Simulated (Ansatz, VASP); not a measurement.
# Cross-check of SiO2 between VASP and Ansatz

Wanted: the spread between two codes on one cell, functional and k mesh. The cell is taken from a series of runs on this material, whose earlier steps may have relaxed, scaled, displaced or heated it; both programs get it as it stands.

Calculated with Ansatz 0.2.0; plane waves, with VASP 6.6.1 beside it; LDA.

## (1) The starting structure

Symmetry: P4_2/mnm, No. 136, tetragonal system. Conventional cell: a = 4.233 Å, b = 4.233 Å, c = 2.693 Å, α = 90.00°, β = 90.00°, γ = 90.00°. Nearest to O lie 3 Si at 1.78 to 1.84 Å. Si has 6 O at 1.78 to 1.84 Å nearest. Farther neighbours and most contacts between anions are not listed.

As a file:

```xyz
6
Lattice="4.2332 0.0000 0.0000 0.0000 4.2332 0.0000 0.0000 0.0000 2.6935" Properties=species:S:1:pos:R:3 pbc="T T T"
O     2.9343    2.9343    0.0000
O     0.8177    3.4155    1.3467
O     1.2989    1.2989    0.0000
O     3.4155    0.8177    1.3467
Si    2.1166    2.1166    1.3467
Si    0.0000    0.0000    0.0000
```

## (2) VASP: single point, LDA

With cell and atoms fixed, the geometry can't cause a difference; cores, projectors, grids and the points listed under the comparison can.

Lines of VASP's logs that name or quote its potential files are left out, and so is its time.

Input file INCAR:

```
SYSTEM = SiO2
PREC = Accurate
ENCUT = 600
EDIFF = 1E-06
NELM = 120
ISMEAR = 0
SIGMA = 0.1
LREAL = .FALSE.
ALGO = Normal
GGA = PW92
NBANDS = 22
LORBIT = 11
LWAVE = .FALSE.
LCHARG = .FALSE.
ISIF = 2
LASPH = .TRUE.
GGA_COMPAT = .FALSE.
EFERMI = MIDGAP
KPAR = 2
```

Input file POSCAR:

```
SiO2
1.0
    4.2331690000      0.0000000000      0.0000000000
    0.0000000000      4.2331690000      0.0000000000
    0.0000000000      0.0000000000      2.6934950000
O Si
4 2
Direct
    0.6931610000      0.6931610000      0.0000000000
    0.1931610000      0.8068390000      0.5000000000
    0.3068390000      0.3068390000      0.0000000000
    0.8068390000      0.1931610000      0.5000000000
    0.5000000000      0.5000000000      0.5000000000
    0.0000000000      0.0000000000      0.0000000000
```

Input file KPOINTS:

```
Automatic mesh
0
Gamma
4 4 6
0 0 0
```

PAW data sets: O and Si (LDA family, release 64).

On the command line:

```sh
> mpirun -np 2 vasp_std
```

Numbers of over 12 decimals in the logs are rounded to 6 here.

What it wrote:

```text
[banner, memory and clock lines left out]
running    2 mpi-ranks, on    1 nodes
 distrk:  each k-point on    1 cores,    2 groups
 distr:  one band on    1 cores,    1 groups

 POSCAR found type information on POSCAR O Si
 POSCAR found :  2 types and       6 ions
|                                                                             |
|               ----> ADVICE to this user running VASP <----                  |
|                                                                             |
|     You enforced a specific xc type in the INCAR file but a different       |
|     [... a line on the potential file left out ...]
|     I HOPE YOU KNOW WHAT YOU ARE DOING!                                     |
|                                                                             |

 LDA part: xc-table for (Slater(with rela. corr.)+PW92), standard interpolation
 POSCAR, INCAR and KPOINTS ok, starting setup
 FFT: planning ... GRIDC
 FFT: planning ... GRID_SOFT
 FFT: planning ... GRID
 WAVECAR not read
 entering main loop
       N       E                     dE             d eps       ncg     rms          rms(c)
DAV:   1     0.163142519722E+03    0.16314E+03   -0.19546E+04  1064   0.157E+03
DAV:   2    -0.487552262368E+02   -0.21190E+03   -0.20323E+03  1406   0.320E+02
DAV:   3    -0.567116530802E+02   -0.79564E+01   -0.79193E+01  1338   0.619E+01
DAV:   4    -0.567710612290E+02   -0.59408E-01   -0.59384E-01  1320   0.624E+00
DAV:   5    -0.567716555083E+02   -0.59428E-03   -0.59423E-03  1296   0.601E-01    0.172E+01
DAV:   6    -0.520406578492E+02    0.47310E+01   -0.16960E+01  1236   0.277E+01    0.808E+00
DAV:   7    -0.519872843536E+02    0.53373E-01   -0.52641E-01  1242   0.478E+00    0.292E+00
DAV:   8    -0.519560400170E+02    0.31244E-01   -0.19063E-02  1284   0.134E+00    0.106E+00
DAV:   9    -0.519505598993E+02    0.54801E-02   -0.48312E-03  1260   0.677E-01    0.226E-01
DAV:  10    -0.519505824237E+02   -0.22524E-04   -0.43437E-04  1290   0.167E-01    0.634E-02
DAV:  11    -0.519505614725E+02    0.20951E-04   -0.63006E-05  1302   0.612E-02    0.216E-02
DAV:  12    -0.519505603694E+02    0.11032E-05   -0.92122E-06  1236   0.215E-02    0.632E-03
DAV:  13    -0.519505603720E+02   -0.26444E-08   -0.36115E-07   768   0.499E-03
   1 F= -.51950560E+02 E0= -.51950560E+02  d E =0.000000E+00
```

OUTCAR, selected parts (step 2):

```text
ion  position               nearest neighbor table
   1  0.693  0.693  0.000-   5 1.78   5 1.78   6 1.84
   2  0.193  0.807  0.500-   6 1.78   6 1.78   5 1.84
   3  0.307  0.307  0.000-   5 1.78   5 1.78   6 1.84
   4  0.807  0.193  0.500-   6 1.78   6 1.78   5 1.84
   5  0.500  0.500  0.500-   1 1.78   3 1.78   1 1.78   3 1.78   2 1.84   4 1.84
   6  0.000  0.000  0.000-   2 1.78   4 1.78   2 1.78   4 1.78   3 1.84   1 1.84

  LATTYP: Found a simple tetragonal cell.
 ALAT       =     4.2331690000
 C/A-ratio  =     0.6362833612

 Subroutine GETGRP returns: Found 16 space group operations
 (whereof  8 operations were pure point group operations)

The static configuration has the point symmetry D_2h.
 The point group associated with its full space group is D_4h.

 Found     24 irreducible k-points:

   k-points           NKPTS =     24   k-points in BZ     NKDIM =     24   number of bands    NBANDS=     22

   dimension x,y,z NGX =    36 NGY =   36 NGZ =   24
   dimension x,y,z NGXF=    72 NGYF=   72 NGZF=   48

   ENCUT  =  600.0 eV  44.10 Ry    6.64 a.u.   8.45  8.45  5.38*2*pi/ulx,y,z

   NELECT =      32.0000    total number of electrons

 k-points in reciprocal lattice and weights: Automatic mesh
   0.00000000  0.00000000  0.00000000       0.010
   0.25000000  0.00000000  0.00000000       0.042
   0.50000000  0.00000000  0.00000000       0.021
   0.25000000  0.25000000  0.00000000       0.042
   0.50000000  0.25000000  0.00000000       0.042
   0.50000000  0.50000000  0.00000000       0.010
   0.00000000  0.00000000  0.16666667       0.021
   0.25000000  0.00000000  0.16666667       0.083
   0.50000000  0.00000000  0.16666667       0.042
[...]
0.50000000  0.25000000  0.50000000       0.042
   0.50000000  0.50000000  0.50000000       0.010

 average (electrostatic) potential at core
       1 -68.2434       2 -68.2434       3 -68.2434       4 -68.2434       5 -83.3954
       6 -83.3954

 E-fermi :  10.0914

 k-point     1 :       0.0000    0.0000    0.0000
  band No.  band energies     occupation
    ...
     12       4.5097      2.00000
     13       5.0380      2.00000
     14       6.7139      2.00000
     15       6.7139      2.00000
     16       7.5823      2.00000
     17      12.6005      0.00000
     18      13.9068      0.00000
     19      15.6668      0.00000
     20      15.6668      0.00000
     21      18.2473      0.00000
    ...

 k-point     2 :       0.2500    0.0000    0.0000
  band No.  band energies     occupation
    ...
     12       4.6373      2.00000
     13       5.1073      2.00000
     14       5.5352      2.00000
     15       6.6122      2.00000
     16       7.1293      2.00000
     17      13.4835      0.00000
     18      14.3887      0.00000
     19      15.8159      0.00000
     20      15.8521      0.00000
     21      18.8050      0.00000
    ...

 k-point     3 :       0.5000    0.0000    0.0000
  band No.  band energies     occupation
    ...
     12       3.8183      2.00000
     13       4.9240      2.00000
     14       4.9240      2.00000
     15       6.5257      2.00000
     16       6.5257      2.00000
     17      14.7506      0.00000
     18      14.7506      0.00000
     19      16.2241      0.00000
     20      16.2241      0.00000
     21      18.1098      0.00000
    ...

  Total       -4.1431362     -4.1431362     -4.2886842      0.0000000      0.0000000      0.0000000
  in kB     -137.5284039   -137.5284039   -142.3597634      0.0000000      0.0000000      0.0000000
  external PRESSURE =    -139.1388571 kB  Pullay stress =       0.0000000 kB

  energy-cutoff  :      600.00
  volume of cell :       48.27
      direct lattice vectors                 reciprocal lattice vectors
     4.233169000  0.000000000  0.000000000     0.236229643  0.000000000  0.000000000
     0.000000000  4.233169000  0.000000000     0.000000000  0.236229643  0.000000000
     0.000000000  0.000000000  2.693495000     0.000000000  0.000000000  0.371264844

 POSITION                                       TOTAL-FORCE (eV/Angst)
 -----------------------------------------------------------------------------------
      2.93427      2.93427      0.00000        -0.075425     -0.075425      0.000000
      0.81768      3.41549      1.34675        -0.075425      0.075425     -0.000000
      1.29890      1.29890      0.00000         0.075425      0.075425     -0.000000
      3.41549      0.81768      1.34675         0.075425     -0.075425      0.000000
      2.11658      2.11658      1.34675         0.000000      0.000000      0.000000
      0.00000      0.00000      0.00000         0.000000      0.000000      0.000000
 -----------------------------------------------------------------------------------
    total drift:                               -0.000000      0.000000     -0.000000

  FREE ENERGIE OF THE ION-ELECTRON SYSTEM (eV)
  ---------------------------------------------------
  free  energy   TOTEN  =       -51.9505603720 eV

  energy  without entropy=      -51.9505603720  energy(sigma->0) =      -51.95056037

 total charge
# of ion       s       p       d       tot
------------------------------------------
    1        1.534   3.648   0.000   5.182
    2        1.534   3.648   0.000   5.182
    3        1.534   3.648   0.000   5.182
    4        1.534   3.648   0.000   5.182
    5        0.589   0.858   0.000   1.447
    6        0.589   0.858   0.000   1.447
--------------------------------------------------
tot          7.312  16.308   0.000  23.620

[... 3 further parts left out ...]
```

The gap is read on the k-mesh alone, so it is an upper bound where the band edges lie off the mesh.

## (3) Ansatz: single point, LDA

Ansatz runs on its PAW soft_1 files.

The same cell, functional (in two slightly different forms), mesh and smearing now go to Ansatz, which takes its cutoff from its data sets.

Input file input.yaml:

```yaml
crystal:
  lattice:
    - [4.233169, 0.0, 0.0]
    - [0.0, 4.233169, 0.0]
    - [0.0, 0.0, 2.693495]
  atoms:
    - { symbol: O, position: [0.693161, 0.693161, 0.0] }
    - { symbol: O, position: [0.193161, 0.806839, 0.5] }
    - { symbol: O, position: [0.306839, 0.306839, 0.0] }
    - { symbol: O, position: [0.806839, 0.193161, 0.5] }
    - { symbol: Si, position: [0.5, 0.5, 0.5] }
    - { symbol: Si, position: [0.0, 0.0, 0.0] }
kpoints:
  mp_grid: { grid: [4, 4, 6] }
hamiltonian:
  xc: lda
  pseudopotentials: { kind: paw, azcp: { folder: soft_1 }, xc_functional: pbe }
scf:
  occupations: { method: gaussian, width: 0.1 }
output:
  forces: true
  stress: true
  eigenvalues: true
```

On the command line:

```sh
> ansatz run input.yaml --threads 8 --pin off --max-ram 16384MiB --backend cpu --events-out ev --progress --plain --runs-dir out
```

What it wrote:

```text
Engine: ansatz 0.2.0, aarch64-unknown-linux-gnu
Pseudopotentials: kind: paw
Pseudopotential: O, paw, valence charge 6, recommended cutoff 420 eV (normal), soft_1/O.paw.azcp
Pseudopotential: Si, paw, valence charge 4, recommended cutoff 420 eV (normal), soft_1/Si.paw.azcp
Functional definition: SPW92
  exchange = slater_x
  correlation = pw_c
Crystal: 6 atoms, lattice volume = 48.267 Å³
Basis set: ecut = 420 eV, 961 PW (Γ)
Bands: 22, of which v1, the nominal top of the filled ones, is band 16 counted from 1 (15 counted from 0)
Symmetry: 16 space group operations
Space group: P42/mnm (ITA 136), of the structure as read, at distance tolerance 3.6e-5 Å
k-points: 24 of 96
Non-local potential: O, projectors of the file, l = 0: 2, l = 1: 2, l = 2: 1
Non-local potential: Si, projectors of the file, l = 0: 2, l = 1: 2, l = 2: 1
PAW form: soft (Blöchl's): semilocal exchange-correlation on the pseudo side does not see the compensation charge
PAW frozen core: O, regenerated for the run's functional, and the local potential with it (the file was generated under x = pbe(κ = 0.804, μ = 0.219515), c = pbe(β = 0.066725))
PAW frozen core: Si, regenerated for the run's functional, and the local potential with it (the file was generated under x = pbe(κ = 0.804, μ = 0.219515), c = pbe(β = 0.066725))
PAW one-centre angular grid: O, 110 points (default); XC on 64 Gauss nodes
PAW one-centre angular grid: Si, 110 points (default); XC on 64 Gauss nodes
Initial density: superposition of atomic densities (chi_scale 0.1, normalization cell, long waves kept (reshape's long-wave potential 0.00 eV rms))
Initial wavefunctions: pseudopotential atomic-orbital guess
Functional: x = slater, c = lda
SCF iter   1: F=—  HF=-3447.293661 eV  |F-HF|=—  |Δ(HF+E_count)|=         —  Δρ=1.31e-1  dr2=6.78e0  ethr=3.10e-3  ⟨swp⟩=5.8  Hψ=2813  notcnv=0
preconditioner: auto → none  [insulator: Δε(μ)=6.158 eV  Ē_g=18.950 eV  σ=0.100 eV  W_gap=1.00  n_scr=10 (ndim 8)  ℏωp=30.2 eV  f_vac=0.000  D(μ)=0.00/eV (n_scr^D=0)  ε∞_Penn≈3.5]
SCF iter   2: F=—  HF=-3445.542206 eV  |F-HF|=—  |Δ(HF+E_count)|=    1.75e0  Δρ=6.40e-2  dr2=7.69e-1  ethr=3.10e-3  ⟨swp⟩=3.0  Hψ=1294  notcnv=0  defer=42
SCF iter   3: F=—  HF=-3445.344443 eV  |F-HF|=—  |Δ(HF+E_count)|=   1.98e-1  Δρ=2.18e-2  dr2=8.26e-2  ethr=2.40e-3  ⟨swp⟩=2.3  Hψ=1007  notcnv=0  defer=42
SCF iter   4: F=—  HF=-3445.345925 eV  |F-HF|=—  |Δ(HF+E_count)|=   1.48e-3  Δρ=1.56e-3  dr2=4.11e-4  ethr=2.58e-4  ⟨swp⟩=2.0  Hψ=612  notcnv=0  defer=42
SCF iter   5: F=—  HF=-3445.346113 eV  |F-HF|=—  |Δ(HF+E_count)|=   1.88e-4  Δρ=1.98e-4  dr2=6.77e-6  ethr=1.28e-6  ⟨swp⟩=2.4  Hψ=851  notcnv=0  defer=18
automatic band count: iteration 5 solves 21 bands in place of 22: the levels show a gap, and the empty bands left out lie too high to hold charge; the band table lists the bands solved (type scf.n_extra_bands for more)
SCF iter   6: F=—  HF=-3445.346116 eV  |F-HF|=—  |Δ(HF+E_count)|=   2.95e-6  Δρ=3.73e-5  dr2=3.15e-7  ethr=2.11e-8  ⟨swp⟩=2.0  Hψ=867  notcnv=0  defer=18
SCF iter   7: F=-3445.346116 eV  HF=-3445.346116 eV  |F-HF|=6.61e-9  |Δ(HF+E_count)|=   8.15e-8  Δρ=6.08e-6  dr2=9.72e-9  ethr=3.13e-10  ⟨swp⟩=9.3  Hψ=2528  notcnv=0
SCF 1 converged in 7 iterations: F = -3445.346116 eV  dr2 = 9.72e-9
  greatest PAW one-centre occupation: 0.852 electrons in one spin orbital (limit 2), on the O atom at site 3 (counted from 0), in its partial waves of l = 0
SCF converged after 7 iterations
Free energy (F): -3445.346116 eV
Harris-Foulkes:  -3445.346116 eV  (|F-HF|=6.61e-9)
Internal energy: -3445.346116 eV  (E = F + TS)
E sigma→0 (E₀):  -3445.346116 eV
Fermi energy:    12.166102 eV
--- Per-component energies (eV) ---
  E_band       = 42.803264
  E_kinetic    = 777.714905
  E_local      = -1229.751323  (includes V_loc(G=0)·N_el)
  E_nonlocal   = 258.985967
  E_hartree    = 443.713483
  E_xc         = -398.371649
  E_vxc        = -465.057669  (∫ρ·V_xc dr)
  E_paw        = -1580.516871  (= ΣΔE_a)
  E_vpaw       = -186.522270  (= ΣTr[D̂ρ^β])
  E_aug_tail   = 0.003312  (compensation charges beyond the density's cutoff)
  E_ewald      = -1717.680287
  E_core_change = 0.556347  (= ΣΔE_core)
  E_smearing   = -0.000000  (= −TS)
  E_closure    = 0.000000  (closes the sum)
  Σ components = -3445.346116   (vs F -3445.346116, Δ=0.00e0)
--- Forces (eV/Å), atoms counted from 1 ---
  atom   1  O     -0.09720897    -0.09720897    -0.00000000
  atom   2  O     -0.09720897     0.09720897    -0.00000000
  atom   3  O      0.09720897     0.09720897     0.00000000
  atom   4  O      0.09720897    -0.09720897     0.00000000
  atom   5  Si     0.00000000    -0.00000000     0.00000000
  atom   6  Si    -0.00000000    -0.00000000    -0.00000000
  max |Σ_I F_I| component: 4.16e-17 eV/Å
--- Stress (GPa, compression-positive) ---
      -13.680207       0.000000       0.000000
        0.000000     -13.680207       0.000000
        0.000000       0.000000     -14.992773
  P = ⅓ Tr σ = -14.1177 GPa (-141.177 kbar)
--- Band table (eV; the first three rows and the last of 24) ---
  k-point 0: bands = [... 12 lower, 7.1235, 8.7901, 8.7901, 9.6594, 14.6728, 16.0135, 17.7625, 17.7625, ... 1 higher]
  k-point 1: bands = [... 12 lower, 6.0127, 8.5294, 8.5294, 9.3371, 15.8153, 17.7206, 19.1840, 19.1840, ... 1 higher]
  k-point 2: bands = [... 12 lower, 5.1074, 7.7421, 7.7421, 8.2982, 17.0329, 19.3171, 19.9237, 21.3488, ... 1 higher]
  k-point 23: bands = [... 12 lower, 7.9068, 7.9068, 8.1751, 8.1751, 16.3358, 16.3358, 20.0962, 20.0962, ... 1 higher]
```

The run ends at a pressure of -14.12 GPa, with forces up to 0.14 eV/Å.

## (4) Side by side

Known differences besides the potentials themselves: the cutoff is 420 eV in Ansatz and 600 eV in VASP; VASP's log shows a relativistic correction to its local exchange, Ansatz's none. Total energies have different zeros and are not compared.

Compared:

```csv
quantity,Ansatz,VASP,difference
pressure (GPa),-14.12,-13.91,-0.20
gap on the k mesh (eV),5.013,5.018,-0.005
```

Forces (eV/Å; atoms numbered as in POSCAR):

```csv
atom,"Ansatz x, y, z","VASP x, y, z"
O1,"-0.097, -0.097, 0.000","-0.075, -0.075, 0.000"
O2,"-0.097, 0.097, 0.000","-0.075, 0.075, 0.000"
O3,"0.097, 0.097, 0.000","0.075, 0.075, 0.000"
O4,"0.097, -0.097, 0.000","0.075, -0.075, 0.000"
Si5,"0.000, 0.000, 0.000","0.000, 0.000, 0.000"
Si6,"0.000, 0.000, 0.000","0.000, 0.000, 0.000"
```

The forces differ by 15 meV/Å r.m.s., which is 28.9 % of the r.m.s. force of 0.050 eV/Å (both taken over all components). A gap on the mesh is an upper bound, since the band edges may lie between its points.

## (5) Results

| Property | Result |
| --- | --- |
| r.m.s. force difference (single point, LDA) | 15 meV/Å |

In words: The r.m.s. force difference is 15 meV/Å (single point, LDA), beyond the 12 meV/Å picked in this series as the mark of a large difference. What causes the difference of the single point, LDA pair stays open here. How closely two codes agree says nothing of how well the functional describes the real material.

[Lines on the potential files, build, host, timing and source positions are cut from VASP's logs without a mark.]

[Logs are printed without paths, hosts, clocks, repeated set-up lines and the standing remarks that a program may print on its own settings, such as how far it seeks lower states.]

[Hosts, paths, dates, database ids (printed as entryN), source tags and the programs' standing remarks are cut or masked in the printed files.]
